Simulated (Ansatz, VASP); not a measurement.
# In2S: VASP beside Ansatz, part 2 of 2

Aim: how closely do two programs agree when they are given the same cell, functional and k mesh? The cell is generated by rule, not measured, and may not be a known phase. The cell is taken from a series of runs on this material, whose earlier steps may have relaxed, scaled, displaced or heated it; both programs get it as it stands.

VASP 6.6.1 and Ansatz 0.2.0.

So far. Step 2 (VASP: single point, PBEsol, pair 1): The run ends at a pressure of 0.02 GPa, with forces up to 0.19 eV/Å. Step 3 (Ansatz: single point, PBEsol, pair 1): The run ends at a pressure of 0.01 GPa, with forces up to 0.19 eV/Å.

## Step 5: VASP: single point, PBEsol, pair 2

Level of this step: PBEsol; plane waves and PAW (S, In_d); invented cell (VASP).

With cell and atoms fixed, the geometry can't cause a difference; cores, projectors, grids and the points listed under the comparison can.

Contents of INCAR:

```
SYSTEM = In2S
PREC = Accurate
ENCUT = 500
EDIFF = 1E-06
NELM = 120
ISMEAR = 1
SIGMA = 0.2
LREAL = .FALSE.
ALGO = Normal
GGA = PS
NBANDS = 79
LORBIT = 11
LWAVE = .FALSE.
LCHARG = .FALSE.
ISIF = 2
LASPH = .TRUE.
GGA_COMPAT = .FALSE.
KPAR = 2
```

Contents of POSCAR:

```
In2S
1.0
   -6.2898146533      0.0000000000      0.0000000000
    0.0000000000     -6.2898146533     -6.2898146533
    0.0000000000     -6.2898146533      6.2898146533
S In
4 8
Direct
    0.0000000000      0.0063594879      0.0063594879
    0.0000000000      0.4936405121      0.4936405121
    0.5000000000      0.0063594879      0.4936405121
    0.5000000000      0.4936405121      0.0063594879
    0.7500000000      0.2500000000      0.5011011996
    0.7500000000      0.7500000000      0.9988988004
    0.2500000000      0.9988988004      0.2500000000
    0.2500000000      0.5011011996      0.7500000000
    0.2500000000      0.9988988004      0.7500000000
    0.2500000000      0.5011011996      0.2500000000
    0.7500000000      0.7500000000      0.5011011996
    0.7500000000      0.2500000000      0.9988988004
```

Contents of KPOINTS:

```
Automatic mesh
0
Gamma
6 4 4
0 0 0
```

PAW data sets: S and In_d (PBE family, release 64).

Started as:

```bash
> mpirun -np 2 vasp_std
```

Numbers of over 12 decimals in the logs are rounded to 6 here.

The program printed:

```text
[banner, memory and clock lines left out]
running    2 mpi-ranks, on    1 nodes
[...]
[... a notice as in an earlier step ...]

 LDA part: xc-table for (Slater+PW92), standard interpolation
 POSCAR, INCAR and KPOINTS ok, starting setup
[...]
entering main loop
       N       E                     dE             d eps       ncg     rms          rms(c)
DAV:   1     0.127772456816E+04    0.12777E+04   -0.54595E+04  3792   0.167E+03
DAV:   2     0.163091437522E+03   -0.11146E+04   -0.10845E+04  3792   0.449E+02
DAV:   3    -0.191769020315E+02   -0.18227E+03   -0.17255E+03  4485   0.196E+02
DAV:   4    -0.391821393389E+02   -0.20005E+02   -0.19024E+02  4544   0.577E+01
[...]
DAV:  16    -0.357267702914E+02   -0.38993E-05   -0.23324E-05  3968   0.202E-02    0.133E-02
DAV:  17    -0.357267685741E+02    0.17172E-05   -0.13702E-05  3786   0.177E-02    0.430E-03
DAV:  18    -0.357267682174E+02    0.35670E-06   -0.24477E-06  3081   0.609E-03
   1 F= -.35726768E+02 E0= -.35725552E+02  d E =-.364734E-02
```

Parts of OUTCAR (step 5):

```text
  Total       -0.1563049     -0.1885368     -0.1885368      0.0000000      0.0000000      0.0000000
  in kB       -0.5031989     -0.6069642     -0.6069642      0.0000000      0.0000000      0.0000000
  external PRESSURE =      -0.5723758 kB  Pullay stress =       0.0000000 kB

 POSITION                                       TOTAL-FORCE (eV/Angst)
 -----------------------------------------------------------------------------------
      0.00000     -0.08000      0.00000         0.000000     -0.274074     -0.000000
      0.00000     -6.20981      0.00000         0.000000      0.274074     -0.000000
     -3.14491     -3.14491      3.06491        -0.000000      0.000000     -0.274074
     -3.14491     -3.14491     -3.06491         0.000000      0.000000      0.274074
     -4.71736     -4.72429      1.57938         0.000000     -0.154242      0.154242
     -4.71736    -11.00025      1.56553         0.000000      0.088028     -0.088028
     -1.57245     -7.85534     -4.71043         0.000000      0.154242      0.154242
     -1.57245     -7.86919      1.56553         0.000000     -0.088028     -0.088028
     -1.57245    -11.00025     -1.56553         0.000000      0.088028      0.088028
     -1.57245     -4.72429     -1.57938         0.000000     -0.154242     -0.154242
     -4.71736     -7.86919     -1.56553         0.000000     -0.088028      0.088028
     -4.71736     -7.85534      4.71043         0.000000      0.154242     -0.154242
 -----------------------------------------------------------------------------------
    total drift:                               -0.000000     -0.000000      0.000000

  FREE ENERGIE OF THE ION-ELECTRON SYSTEM (eV)
  ---------------------------------------------------
  free  energy   TOTEN  =       -35.7267682174 eV

  energy  without entropy=      -35.7231208760  energy(sigma->0) =      -35.72555244

[... 2 parts as in an earlier step ...]

[... 1 further part left out ...]
[key lines of the parts left out:]
E-fermi :   2.3173
```

The run ends at a pressure of -0.06 GPa, with forces up to 0.27 eV/Å.

## Step 6: Ansatz: single point, PBEsol, pair 2

The same cell, functional, mesh and smearing now go to Ansatz, which takes its cutoff from its data sets.

The cell is taken from a series of runs on this material, whose earlier steps may have relaxed, scaled, displaced or heated it; both programs get it as it stands.

Contents of input.yaml:

```yaml
crystal:
  lattice:
    - [-6.2898146533, 0.0, 0.0]
    - [0.0, -6.2898146533, -6.2898146533]
    - [0.0, -6.2898146533, 6.2898146533]
  atoms:
    - { symbol: S, position: [0.0, 0.0063594879, 0.0063594879] }
    - { symbol: S, position: [0.0, 0.4936405121, 0.4936405121] }
    - { symbol: S, position: [0.5, 0.0063594879, 0.4936405121] }
    - { symbol: S, position: [0.5, 0.4936405121, 0.0063594879] }
    - { symbol: In, position: [0.75, 0.25, 0.5011011996] }
    - { symbol: In, position: [0.75, 0.75, -0.0011011996] }
    - { symbol: In, position: [0.25, 0.9988988004, 0.25] }
    - { symbol: In, position: [0.25, 0.5011011996, 0.75] }
    - { symbol: In, position: [0.25, 0.9988988004, 0.75] }
    - { symbol: In, position: [0.25, 0.5011011996, 0.25] }
    - { symbol: In, position: [0.75, 0.75, 0.5011011996] }
    - { symbol: In, position: [0.75, 0.25, -0.0011011996] }
kpoints:
  mp_grid: { grid: [6, 4, 4] }
hamiltonian:
  xc: pbesol
scf:
  occupations: { method: methfessel_paxton, width: 0.2 }
output:
  forces: true
  stress: true
  eigenvalues: true
```

Started as:

```bash
> ansatz run input.yaml --threads 8 --pin off --max-ram 14336MiB --backend cpu --events-out ev --progress --plain --runs-dir out
```

The program printed:

```text
[...]
Crystal: 12 atoms, lattice volume = 497.672 Å³
Basis set: ecut = 420 eV, 9757 PW (Γ), exchange–correlation on 90×120×120 points (8 copies of the dense FFT grid, shifted against one another)
Bands: 77, of which v1, the nominal top of the filled ones, is band 64 counted from 1 (63 counted from 0)
Symmetry: 8 space group operations
[...]
k-points: 24 of 96
[...]
k-point 0: bands = [... 60 lower, 3.0970, 3.1779, 3.3151, 3.8521, 3.8521, 3.9177, 4.6124, 4.6293, ... 9 higher]
  k-point 1: bands = [... 60 lower, 3.2291, 3.2516, 3.4427, 3.6063, 3.7426, 3.7979, 4.4277, 4.5274, ... 9 higher]
  k-point 2: bands = [... 60 lower, 3.2579, 3.3895, 3.5646, 3.6578, 3.7894, 3.8315, 3.8553, 3.9941, ... 9 higher]
  k-point 23: bands = [... 60 lower, 3.0438, 3.2489, 3.2489, 3.4294, 4.5198, 4.6128, 4.6128, 4.7190, ... 9 higher]
[key lines of the parts left out:]
SCF converged after 10 iterations
Free energy (F): -47737.204501 eV
Fermi energy:    3.669834 eV
P = ⅓ Tr σ = -0.0406 GPa (-0.406 kbar)
```

The run ends at a pressure of -0.04 GPa, with forces up to 0.27 eV/Å.

## Step 7: Differences

The two programs side by side:

```
      quantity  Ansatz   VASP  difference
pressure (GPa)   -0.04  -0.06       +0.02
```

Forces on 7 of the 12 atoms, those with the largest forces and the largest differences (eV/Å; atoms numbered as in POSCAR):

```
atom         Ansatz x, y, z           VASP x, y, z
  S1   0.000, -0.274, 0.000   0.000, -0.274, 0.000
  S2    0.000, 0.274, 0.000    0.000, 0.274, 0.000
  S3   0.000, 0.000, -0.274   0.000, 0.000, -0.274
  S4    0.000, 0.000, 0.274    0.000, 0.000, 0.274
 In5   0.000, -0.155, 0.155   0.000, -0.154, 0.154
In10  0.000, -0.155, -0.155  0.000, -0.154, -0.154
In12   0.000, 0.155, -0.155   0.000, 0.154, -0.154
```

The forces differ by 0.3 meV/Å r.m.s., which is 0.3 % of the r.m.s. force of 0.124 eV/Å (both taken over all components).

## Step 8: VASP: single point, PBEsol, pair 3

A single point takes one fixed geometry, so differences don't come from the geometry; what else differs is listed under the comparison.

INCAR is that of step 5.

Contents of POSCAR:

```
In2S
1.0
   -6.2898146533      0.0000000000      0.0000000000
    0.0000000000     -6.2898146533     -6.2898146533
    0.0000000000     -6.2898146533      6.2898146533
S In
4 8
Direct
    0.0000000000      0.0111291038      0.0111291038
    0.0000000000      0.4888708962      0.4888708962
    0.5000000000      0.0111291038      0.4888708962
    0.5000000000      0.4888708962      0.0111291038
    0.7500000000      0.2500000000      0.5019270993
    0.7500000000      0.7500000000      0.9980729007
    0.2500000000      0.9980729007      0.2500000000
    0.2500000000      0.5019270993      0.7500000000
    0.2500000000      0.9980729007      0.7500000000
    0.2500000000      0.5019270993      0.2500000000
    0.7500000000      0.7500000000      0.5019270993
    0.7500000000      0.2500000000      0.9980729007
```

KPOINTS is that of step 5.

Started as:

```bash
> mpirun -np 2 vasp_std
```

The program printed:

```text
[... set-up lines as in an earlier step ...]
 entering main loop
       N       E                     dE             d eps       ncg     rms          rms(c)
DAV:   1     0.127753616933E+04    0.12775E+04   -0.54603E+04  3792   0.167E+03
DAV:   2     0.163105832138E+03   -0.11144E+04   -0.10843E+04  3792   0.449E+02
DAV:   3    -0.194233470376E+02   -0.18253E+03   -0.17271E+03  4545   0.196E+02
DAV:   4    -0.391892771680E+02   -0.19766E+02   -0.18893E+02  4520   0.576E+01
[...]
DAV:  15    -0.358204456885E+02   -0.35129E-05   -0.61554E-05  5080   0.274E-02    0.245E-02
DAV:  16    -0.358204441570E+02    0.15315E-05   -0.51504E-06  3580   0.131E-02    0.103E-02
DAV:  17    -0.358204439712E+02    0.18576E-06   -0.71061E-07  2488   0.378E-03
   1 F= -.35820444E+02 E0= -.35813298E+02  d E =-.214383E-01
```

From OUTCAR (step 8):

```text
  Total       -0.6146566     -0.6237928     -0.6237928      0.0000000      0.0000000      0.0000000
  in kB       -1.9787895     -2.0082021     -2.0082021      0.0000000      0.0000000      0.0000000
  external PRESSURE =      -1.9983979 kB  Pullay stress =       0.0000000 kB

 POSITION                                       TOTAL-FORCE (eV/Angst)
 -----------------------------------------------------------------------------------
      0.00000     -0.14000      0.00000        -0.000000     -0.399677      0.000000
      0.00000     -6.14981      0.00000        -0.000000      0.399677      0.000000
     -3.14491     -3.14491      3.00491         0.000000     -0.000000     -0.399677
     -3.14491     -3.14491     -3.00491         0.000000     -0.000000      0.399677
     -4.71736     -4.72948      1.58457         0.000000     -0.269336      0.269336
     -4.71736    -10.99505      1.56033         0.000000      0.116359     -0.116359
     -1.57245     -7.85015     -4.70524         0.000000      0.269336      0.269336
     -1.57245     -7.87439      1.56033         0.000000     -0.116359     -0.116359
     -1.57245    -10.99505     -1.56033         0.000000      0.116359      0.116359
     -1.57245     -4.72948     -1.58457         0.000000     -0.269336     -0.269336
     -4.71736     -7.87439     -1.56033         0.000000     -0.116359      0.116359
     -4.71736     -7.85015      4.70524         0.000000      0.269336     -0.269336
 -----------------------------------------------------------------------------------
    total drift:                               -0.000000     -0.000000      0.000000

  FREE ENERGIE OF THE ION-ELECTRON SYSTEM (eV)
  ---------------------------------------------------
  free  energy   TOTEN  =       -35.8204439712 eV

  energy  without entropy=      -35.7990056691  energy(sigma->0) =      -35.81329787

[... 2 parts as in an earlier step ...]

[... 1 further part left out ...]
[key lines of the parts left out:]
E-fermi :   2.3791
```

The run ends at a pressure of -0.20 GPa, with forces up to 0.40 eV/Å.

## Step 9: Ansatz: single point, PBEsol, pair 3

The same cell, functional, mesh and smearing now go to Ansatz, which takes its cutoff from its data sets.

The cell is taken from a series of runs on this material, whose earlier steps may have relaxed, scaled, displaced or heated it; both programs get it as it stands.

Contents of input.yaml:

```yaml
crystal:
  lattice:
    - [-6.2898146533, 0.0, 0.0]
    - [0.0, -6.2898146533, -6.2898146533]
    - [0.0, -6.2898146533, 6.2898146533]
  atoms:
    - { symbol: S, position: [0.0, 0.0111291038, 0.0111291038] }
    - { symbol: S, position: [0.0, 0.4888708962, 0.4888708962] }
    - { symbol: S, position: [0.5, 0.0111291038, 0.4888708962] }
    - { symbol: S, position: [0.5, 0.4888708962, 0.0111291038] }
    - { symbol: In, position: [0.75, 0.25, 0.5019270993] }
    - { symbol: In, position: [0.75, 0.75, -0.0019270993] }
    - { symbol: In, position: [0.25, 0.9980729007, 0.25] }
    - { symbol: In, position: [0.25, 0.5019270993, 0.75] }
    - { symbol: In, position: [0.25, 0.9980729007, 0.75] }
    - { symbol: In, position: [0.25, 0.5019270993, 0.25] }
    - { symbol: In, position: [0.75, 0.75, 0.5019270993] }
    - { symbol: In, position: [0.75, 0.25, -0.0019270993] }
kpoints:
  mp_grid: { grid: [6, 4, 4] }
hamiltonian:
  xc: pbesol
scf:
  occupations: { method: methfessel_paxton, width: 0.2 }
output:
  forces: true
  stress: true
  eigenvalues: true
  write_density: true
  write_potential: true
  elf: true
  volumetric_format: npy
```

Started as:

```bash
> ansatz run input.yaml --threads 8 --pin off --max-ram 14336MiB --backend cpu --events-out ev --progress --plain --runs-dir out
```

The program printed:

```text
[...]
Crystal: 12 atoms, lattice volume = 497.672 Å³
Basis set: ecut = 420 eV, 9757 PW (Γ), exchange–correlation on 90×120×120 points (8 copies of the dense FFT grid, shifted against one another)
Bands: 77, of which v1, the nominal top of the filled ones, is band 64 counted from 1 (63 counted from 0)
Symmetry: 8 space group operations
[...]
k-points: 24 of 96
[...]
k-point 0: bands = [... 60 lower, 3.0625, 3.0981, 3.3909, 3.8230, 3.8230, 4.0080, 4.5928, 4.6464, ... 9 higher]
  k-point 1: bands = [... 60 lower, 3.0987, 3.2518, 3.5149, 3.5826, 3.7206, 3.9089, 4.4326, 4.5254, ... 9 higher]
  k-point 2: bands = [... 60 lower, 3.0935, 3.2858, 3.5453, 3.7707, 3.7967, 3.8314, 3.8825, 4.0698, ... 9 higher]
  k-point 23: bands = [... 60 lower, 2.8809, 3.2527, 3.2527, 3.5586, 4.4456, 4.5971, 4.5971, 4.7876, ... 9 higher]
[key lines of the parts left out:]
SCF converged after 10 iterations
Free energy (F): -47737.298211 eV
Fermi energy:    3.731706 eV
P = ⅓ Tr σ = -0.1822 GPa (-1.822 kbar)
```

The run ends at a pressure of -0.18 GPa, with forces up to 0.40 eV/Å.

## Step 10: Differences

Compared:

```
      quantity  Ansatz   VASP  difference
pressure (GPa)   -0.18  -0.20       +0.02
```

Forces on 8 of the 12 atoms, those with the largest forces and the largest differences (eV/Å; atoms numbered as in POSCAR):

```
atom         Ansatz x, y, z           VASP x, y, z
  S1   0.000, -0.400, 0.000   0.000, -0.400, 0.000
  S2    0.000, 0.400, 0.000    0.000, 0.400, 0.000
  S3   0.000, 0.000, -0.400   0.000, 0.000, -0.400
  S4    0.000, 0.000, 0.400    0.000, 0.000, 0.400
 In5   0.000, -0.270, 0.270   0.000, -0.269, 0.269
 In7    0.000, 0.270, 0.270    0.000, 0.269, 0.269
In10  0.000, -0.270, -0.270  0.000, -0.269, -0.269
In12   0.000, 0.270, -0.270   0.000, 0.269, -0.269
```

The forces differ by 0.5 meV/Å r.m.s., which is 0.3 % of the r.m.s. force of 0.192 eV/Å (both taken over all components).

## Step 11: Summary of results

* r.m.s. force difference (single point, PBEsol, pair 1): 0.25 meV/Å
* r.m.s. force difference (single point, PBEsol, pair 2): 0.35 meV/Å
* r.m.s. force difference (single point, PBEsol, pair 3): 0.49 meV/Å

**Reading.** The r.m.s. force difference is 0.49 meV/Å (single point, PBEsol, pair 3), within the 12 meV/Å picked in this series as the mark of a large difference. 3 further pairs of this series are not shown here. Such differences can come from data sets, numerical settings and the points named under the comparisons, not from the functional's error against experiment.

[Lines on the potential files, build, host, timing and source positions are cut from VASP's logs without a mark.]

[Logs are printed without paths, hosts, clocks, repeated set-up lines and the standing remarks that a program may print on its own settings, such as how far it seeks lower states.]

[Hosts, paths, dates, database ids (printed as entryN), source tags and the programs' standing remarks are cut or masked in the printed files.]
